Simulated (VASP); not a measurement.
Method: PBEsol GGA, VASP's PBE PAW potentials (set 64) (plane waves; VASP 6.6.1).

A VASP calculation is set up with these files.

File POSCAR:
```
Re3B
1
    1.4450000000    -4.6565000000     0.0000000000
    1.4450000000     4.6565000000     0.0000000000
    0.0000000000     0.0000000000     7.2580000000
B Re
2 6
Direct
  0.2560000000   0.7440000000   0.2500000000
  0.7440000000   0.2560000000   0.7500000000
  0.5738000000   0.4262000000   0.2500000000
  0.4262000000   0.5738000000   0.7500000000
  0.8655000000   0.1345000000   0.0620000000
  0.1345000000   0.8655000000   0.5620000000
  0.1345000000   0.8655000000   0.9380000000
  0.8655000000   0.1345000000   0.4380000000
```

### INCAR
```
SYSTEM = Re3B
PREC = Accurate
ENCUT = 400
EDIFF = 1E-6
NELM = 100
ALGO = Normal
LREAL = .FALSE.
LASPH = .TRUE.
ISMEAR = -1
SIGMA = 0.1
GGA = PS
LMAXMIX = 6
LWAVE = .FALSE.
LCHARG = .FALSE.
ISIF = 2
```

KPOINTS:
```
Automatic mesh
0
Gamma
5 5 2
0 0 0
```

POTCAR, in this order: B Re (PBE.64 set). Program: vasp_std.

Output

File OUTCAR:
```
 ion  position               nearest neighbor table
   1  0.256  0.744  0.250-   3 2.23   3 2.23   5 2.23   5 2.23   8 2.23   8 2.23   7 2.53   6 2.53
  LATTYP: Found a base centered orthorhombic cell.
 ALAT       =     2.8900000000
 B/A-ratio  =     3.2224913495
 C/A-ratio  =     2.5114186851
 Subroutine PRICEL returns:
 Original cell was already a primitive cell.
 Subroutine GETGRP returns: Found  8 space group operations
The static configuration has the point symmetry C_2h.
 The point group associated with its full space group is D_2h.
The dynamic configuration has the point symmetry C_2h.
 Subroutine INISYM returns: Found  8 space group operations
 Subroutine IBZKPT returns following result:
 Found     18 irreducible k-points:

 Following reciprocal coordinates:
            Coordinates               Weight
  0.000000  0.000000  0.000000      1.000000
  0.200000  0.000000  0.000000      4.000000
  0.400000 -0.000000  0.000000      4.000000
  0.200000  0.200000  0.000000      2.000000
  0.400000  0.200000  0.000000      4.000000
 -0.400000  0.200000  0.000000      4.000000
 -0.200000  0.200000  0.000000      2.000000
...
```

**OSZICAR**
```
       N       E                     dE             d eps       ncg     rms          rms(c)
DAV:   1     0.453575449538E+03    0.45358E+03   -0.16337E+04  1959   0.190E+03
DAV:   2    -0.120458945855E+02   -0.46562E+03   -0.44422E+03  1994   0.149E+03
DAV:   3    -0.899076145849E+02   -0.77862E+02   -0.71219E+02  2032   0.607E+02
DAV:   4    -0.101068720718E+03   -0.11161E+02   -0.10135E+02  1775   0.206E+02
DAV:   5    -0.103395877677E+03   -0.23272E+01   -0.21700E+01  1961   0.438E+01    0.904E+01
DAV:   6    -0.968556241065E+02    0.65403E+01   -0.30212E+01  1960   0.727E+01    0.308E+01
DAV:   7    -0.961989938059E+02    0.65663E+00   -0.51112E+00  1792   0.329E+01    0.559E+00
DAV:   8    -0.961814079056E+02    0.17586E-01   -0.11263E+00  2016   0.151E+01    0.318E+00
DAV:   9    -0.961638740019E+02    0.17534E-01   -0.20251E-01  1960   0.574E+00    0.121E+00
DAV:  10    -0.961632557485E+02    0.61825E-03   -0.73353E-02  1928   0.216E+00    0.427E-01
DAV:  11    -0.961648306424E+02   -0.15749E-02   -0.21407E-02  1952   0.143E+00    0.311E-01
DAV:  12    -0.961655584533E+02   -0.72781E-03   -0.90848E-03  1952   0.616E-01    0.991E-02
DAV:  13    -0.961659413837E+02   -0.38293E-03   -0.40873E-03  1984   0.232E-01    0.477E-02
DAV:  14    -0.961661442335E+02   -0.20285E-03   -0.19910E-03  1672   0.991E-02    0.402E-02
DAV:  15    -0.961662447618E+02   -0.10053E-03   -0.10545E-03  1704   0.542E-02    0.949E-03
DAV:  16    -0.961663051962E+02   -0.60434E-04   -0.59563E-04  1072   0.528E-02    0.861E-03
DAV:  17    -0.961663413060E+02   -0.36110E-04   -0.35045E-04  1048   0.194E-02    0.531E-03
DAV:  18    -0.961663636314E+02   -0.22325E-04   -0.21759E-04   984   0.283E-02    0.601E-03
DAV:  19    -0.961663776190E+02   -0.13988E-04   -0.13715E-04   960   0.130E-02    0.421E-03
DAV:  20    -0.961663864971E+02   -0.88781E-05   -0.87424E-05   912   0.251E-02    0.261E-03
DAV:  21    -0.961663921916E+02   -0.56945E-05   -0.56392E-05   840   0.100E-02    0.240E-03
DAV:  22    -0.961663958659E+02   -0.36743E-05   -0.36401E-05   840   0.213E-02    0.115E-03
DAV:  23    -0.961663982451E+02   -0.23793E-05   -0.23638E-05   816   0.796E-03    0.115E-03
DAV:  24    -0.961663997906E+02   -0.15455E-05   -0.15390E-05   816   0.168E-02    0.907E-04
DAV:  25    -0.961664007916E+02   -0.10009E-05   -0.10007E-05   792   0.667E-03    0.164E-03
DAV:  26    -0.961664014452E+02   -0.65359E-06   -0.65034E-06   792   0.133E-02
   1 F= -.96166401E+02 E0= -.96109234E+02  d E =-.114335E+00
```

File OUTCAR:
```
------------------------ aborting loop because EDIFF is reached ----------------------------------------
  FORCE on cell =-STRESS in cart. coord.  units (eV):
  Direction    XX          YY          ZZ          XY          YZ          ZX
  --------------------------------------------------------------------------------------
  Total        0.8044135      0.1099686     -0.0422245      0.0000000      0.0000000      0.0000000
  in kB       13.1951855      1.8038689     -0.6926296      0.0000000      0.0000000      0.0000000
  external PRESSURE =       4.7688082 kB  Pullay stress =       0.0000000 kB
  volume of cell :       97.67
      direct lattice vectors                 reciprocal lattice vectors
     1.445000000 -4.656500000  0.000000000     0.346020761 -0.107376785  0.000000000
     1.445000000  4.656500000  0.000000000     0.346020761  0.107376785  0.000000000
     0.000000000  0.000000000  7.258000000     0.000000000  0.000000000  0.137779002
 POSITION                                       TOTAL-FORCE (eV/Angst)
 -----------------------------------------------------------------------------------
      1.44500      2.27237      1.81450         0.000000      0.285781      0.000000
      1.44500     -2.27237      5.44350         0.000000     -0.285781     -0.000000
      1.44500     -0.68730      1.81450         0.000000     -0.318909      0.000000
      1.44500      0.68730      5.44350         0.000000      0.318909     -0.000000
      1.44500     -3.40390      0.45000         0.000000     -0.227381      0.160152
      1.44500      3.40390      4.07900         0.000000      0.227381      0.160152
      1.44500      3.40390      6.80800         0.000000      0.227381     -0.160152
      1.44500     -3.40390      3.17900         0.000000     -0.227381     -0.160152
 -----------------------------------------------------------------------------------
    total drift:                                0.000000      0.000000     -0.000000
  FREE ENERGIE OF THE ION-ELECTRON SYSTEM (eV)
  ---------------------------------------------------
  free  energy   TOTEN  =       -96.1664014452 eV

  energy  without entropy=      -96.0520666945  energy(sigma->0) =      -96.10923407
```
(Selected blocks of OUTCAR.)

**OUTCAR**
```
 val. band max:        8.6665380704   @ k =   0.4000   0.4000   0.0000

 cond. band min:       8.7210466391   @ k =   0.2000   0.0000   0.0000


 Fermi energy:         8.6786773200

 k-point     1 :       0.0000    0.0000    0.0000
  band No.  band energies     occupation
      1      -3.5994      2.00000
      2      -1.4904      2.00000
      3       0.5397      2.00000
      4       0.8245      2.00000
      5       2.2575      2.00000
      6       3.0021      2.00000
      7       3.1653      2.00000
      8       3.2897      2.00000
      9       3.4797      2.00000
     10       4.3899      2.00000
     11       4.6923      2.00000
     12       4.9130      2.00000
     13       5.1866      2.00000
     14       5.7997      2.00000
     15       5.8086      2.00000
     16       5.8752      2.00000
     17       6.2319      2.00000
     18       6.3375      2.00000
     19       6.4337      2.00000
     20       6.7130      2.00000
     21       7.0042      2.00000
     22       7.1639      2.00000
     23       7.8775      1.99934
     24       7.9639      1.99843
     25       8.7309      0.74482
     26       8.7545      0.63820
     27       8.8619      0.27595
     28       8.9259      0.15562
     29      10.1316      0.00000

 k-point     2 :       0.2000    0.0000    0.0000
  band No.  band energies     occupation
      1      -2.6815      2.00000
      2      -1.0992      2.00000
      3       1.2231      2.00000
      4       1.5147      2.00000
      5       2.3242      2.00000
      6       2.8024      2.00000
      7       3.3657      2.00000
      8       3.5148      2.00000
      9       3.9769      2.00000
     10       4.2920      2.00000
     11       4.3193      2.00000
     12       4.6444      2.00000
     13       4.7956      2.00000
     14       5.0499      2.00000
     15       5.1032      2.00000
     16       5.3011      2.00000
     17       5.4775      2.00000
     18       6.2221      2.00000
     19       6.4816      2.00000
...
```

At this cut-off the stress carries a Pulay error, which pulls relaxed volumes low. Unless said otherwise, spin-orbit coupling is left out, though it shifts the bands of the heavy elements here.

The structure comes from a measured Re3B entry of the Crystallography Open Database, whose conditions weren't checked. The cell was not relaxed at this level. The k-mesh is coarse (spacing up to 0.46 per Å, 2π included), so the numbers may not be converged in it. The run is one of a series of settings (GGA = PS, POTCAR B Re (PBE.64 set) against the base run), some of them coarse on purpose.
